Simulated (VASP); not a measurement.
These are PBEsol GGA, VASP's PBE PAW potentials (set 64) (plane waves; VASP) values and carry that method's errors.

The input files of a VASP run:

POSCAR:
```
Bi2Te3
1
    4.3469570281    -0.0000000000     0.0000000000
   -2.1734785140     3.7645750582    -0.0000000000
    0.0000000000     0.0000000000    23.8677607830
Bi Te
2 3
Direct
  0.3333330000   0.6666670000   0.4150462368
  0.0000000000   0.0000000000   0.5849537632
  1.0000000000   1.0000000000   0.3428610729
  0.6666670000   0.3333330000   0.5000000000
  0.3333330000   0.6666670000   0.6571389271
```

### INCAR
```
LMAXMIX=4
LWAVE=F
LORBIT=11
ISMEAR=-5   # tetrahedra, Bloechl
ENCUT=400   # plane-wave cut-off (eV)
LASPH=T   # aspherical one-centre terms
EDIFF=1E-7   # SCF stop (eV)
NEDOS=601   # DOS grid
SYSTEM=Bi2Te3
PREC=Accurate
LCHARG=T
GGA=PS   # PBEsol
LEFG=T
NELM=100   # most electronic steps
LREAL=F   # projection in real space or not
ISIF=2   # forces and stress, cell fixed
ALGO=Normal
```

KPOINTS:
```
Automatic mesh
0
gamma
 7 7 1
```

POTCAR, in this order: Bi_d Te (PBE.64 set). Program: vasp_std.

The resulting files:

OSZICAR:
```
       N       E                     dE             d eps       ncg     rms          rms(c)
DAV:   1     0.351838292577E+03    0.35184E+03   -0.18575E+04   576   0.114E+03
DAV:   2     0.115002290145E+02   -0.34034E+03   -0.33526E+03   564   0.305E+02
DAV:   3    -0.190670963832E+02   -0.30567E+02   -0.30228E+02   532   0.111E+02
DAV:   4    -0.203842488855E+02   -0.13172E+01   -0.13114E+01   576   0.240E+01
DAV:   5    -0.204272856717E+02   -0.43037E-01   -0.43013E-01   640   0.432E+00    0.679E+00
DAV:   6    -0.201187710332E+02    0.30851E+00   -0.69043E-01   500   0.550E+00    0.510E+00
DAV:   7    -0.201153689036E+02    0.34021E-02   -0.45914E-01   608   0.309E+00    0.119E+00
DAV:   8    -0.201110200709E+02    0.43488E-02   -0.55396E-02   544   0.134E+00    0.744E-01
DAV:   9    -0.201089806791E+02    0.20394E-02   -0.16000E-02   576   0.673E-01    0.481E-01
DAV:  10    -0.201092725721E+02   -0.29189E-03   -0.41717E-03   568   0.462E-01    0.202E-01
DAV:  11    -0.201090167354E+02    0.25584E-03   -0.13829E-03   596   0.197E-01    0.754E-02
DAV:  12    -0.201090438946E+02   -0.27159E-04   -0.31048E-04   576   0.900E-02    0.587E-02
DAV:  13    -0.201090432185E+02    0.67610E-06   -0.17998E-05   508   0.232E-02    0.416E-02
DAV:  14    -0.201090528384E+02   -0.96200E-05   -0.31877E-05   552   0.213E-02    0.676E-03
DAV:  15    -0.201090635274E+02   -0.10689E-04   -0.10265E-05   508   0.134E-02    0.118E-02
DAV:  16    -0.201090867591E+02   -0.23232E-04   -0.45973E-06   500   0.854E-03    0.616E-03
DAV:  17    -0.201091066545E+02   -0.19895E-04   -0.46172E-06   424   0.912E-03    0.785E-03
DAV:  18    -0.201091118970E+02   -0.52425E-05   -0.53485E-07   488   0.283E-03    0.313E-03
DAV:  19    -0.201091205325E+02   -0.86355E-05   -0.86634E-07   404   0.480E-03    0.106E-02
DAV:  20    -0.201091230718E+02   -0.25393E-05   -0.51823E-07   496   0.348E-03    0.326E-03
DAV:  21    -0.201091266262E+02   -0.35544E-05   -0.10757E-07   328   0.152E-03    0.371E-03
DAV:  22    -0.201091294707E+02   -0.28445E-05   -0.98935E-08   344   0.155E-03    0.547E-03
DAV:  23    -0.201091308835E+02   -0.14128E-05   -0.10193E-07   312   0.125E-03    0.462E-04
DAV:  24    -0.201091321004E+02   -0.12170E-05   -0.28146E-08   296   0.736E-04    0.716E-04
DAV:  25    -0.201091326648E+02   -0.56439E-06   -0.97809E-09   296   0.470E-04    0.322E-04
DAV:  26    -0.201091329700E+02   -0.30520E-06   -0.72218E-09   292   0.275E-04    0.190E-04
DAV:  27    -0.201091330315E+02   -0.61462E-07   -0.14639E-09   264   0.222E-04
   1 F= -.20109133E+02 E0= -.20109133E+02  d E =0.000000E+00
```

File OUTCAR:
```
------------------------ aborting loop because EDIFF is reached ----------------------------------------
  FORCE on cell =-STRESS in cart. coord.  units (eV):
  Direction    XX          YY          ZZ          XY          YZ          ZX
  --------------------------------------------------------------------------------------
  Total       -0.0487467     -0.0487466     -0.0314435     -0.0000000      0.0000000      0.0000000
  in kB       -0.1999597     -0.1999596     -0.1289816     -0.0000000      0.0000000      0.0000000
  external PRESSURE =      -0.1763003 kB  Pullay stress =       0.0000000 kB
  volume of cell :      390.58
      direct lattice vectors                 reciprocal lattice vectors
     4.346957028  0.000000000  0.000000000     0.230045982  0.132817115  0.000000000
    -2.173478514  3.764575058  0.000000000     0.000000000  0.265634231  0.000000000
     0.000000000  0.000000000 23.867760783     0.000000000  0.000000000  0.041897521
 POSITION                                       TOTAL-FORCE (eV/Angst)
 -----------------------------------------------------------------------------------
     -0.00000      2.50972      9.90622         0.000000     -0.000000     -0.025653
      0.00000      0.00000     13.96154        -0.000000      0.000000      0.025653
      0.00000      0.00000      8.18333        -0.000000     -0.000000      0.009796
      2.17348      1.25486     11.93388        -0.000000     -0.000000      0.000000
     -0.00000      2.50972     15.68443         0.000000     -0.000000     -0.009796
 -----------------------------------------------------------------------------------
    total drift:                                0.002318     -0.001338      0.000728
  FREE ENERGIE OF THE ION-ELECTRON SYSTEM (eV)
  ---------------------------------------------------
  free  energy   TOTEN  =       -20.1091330315 eV

  energy  without entropy=      -20.1091330315  energy(sigma->0) =      -20.10913303

 total charge

# of ion       s       p       d       tot
------------------------------------------
    1        1.596   1.128   9.952  12.676
    2        1.596   1.128   9.952  12.676
    3        1.396   1.936   0.019   3.351
    4        1.382   1.981   0.023   3.387
    5        1.396   1.936   0.019   3.351
--------------------------------------------------
tot          7.365   8.110  19.965  35.440
```
(Selected blocks of OUTCAR.)

**OUTCAR**
```
 val. band max:       -0.7757901931   @ k =   0.1429   0.0000   0.0000

 cond. band min:       0.2609122023   @ k =   0.0000   0.0000   0.0000


 Fermi energy:        -0.7559703903

 k-point     1 :       0.0000    0.0000    0.0000
  band No.  band energies     occupation
      1     -23.2658      2.00000
      2     -23.2658      2.00000
      3     -23.2642      2.00000
      4     -23.2642      2.00000
      5     -23.2544      2.00000
      6     -23.2530      2.00000
      7     -23.2506      2.00000
      8     -23.2506      2.00000
      9     -23.2489      2.00000
     10     -23.2489      2.00000
     11     -13.5032      2.00000
     12     -12.9725      2.00000
     13     -11.2592      2.00000
     14      -9.3692      2.00000
     15      -8.1541      2.00000
     16      -2.4493      2.00000
     17      -1.8458      2.00000
     18      -1.8458      2.00000
     19      -1.5607      2.00000
     20      -1.5607      2.00000
     21      -1.5148      2.00000
     22      -1.1769      2.00000
     23      -1.0084      2.00000
     24      -1.0084      2.00000
     25       0.2609      0.00000
     26       0.8810      0.00000
     27       0.8810      0.00000
     28       1.6830      0.00000

 k-point     2 :       0.1429    0.0000    0.0000
  band No.  band energies     occupation
      1     -23.2677      2.00000
      2     -23.2658      2.00000
      3     -23.2636      2.00000
      4     -23.2620      2.00000
      5     -23.2533      2.00000
      6     -23.2519      2.00000
      7     -23.2511      2.00000
      8     -23.2503      2.00000
      9     -23.2497      2.00000
     10     -23.2485      2.00000
     11     -13.3224      2.00000
     12     -12.8041      2.00000
     13     -11.1518      2.00000
     14      -9.4265      2.00000
     15      -8.4320      2.00000
     16      -3.2339      2.00000
     17      -2.6032      2.00000
     18      -2.3657      2.00000
     19      -2.3286      2.00000
     20      -1.9556      2.00000
...
```

The cell holds a wide vacuum, so values per volume refer to the whole cell. Unless said otherwise, spin-orbit coupling is left out, though it shifts the bands of the heavy elements here.

The cell is a sheet with vacuum, built from a generated structure.
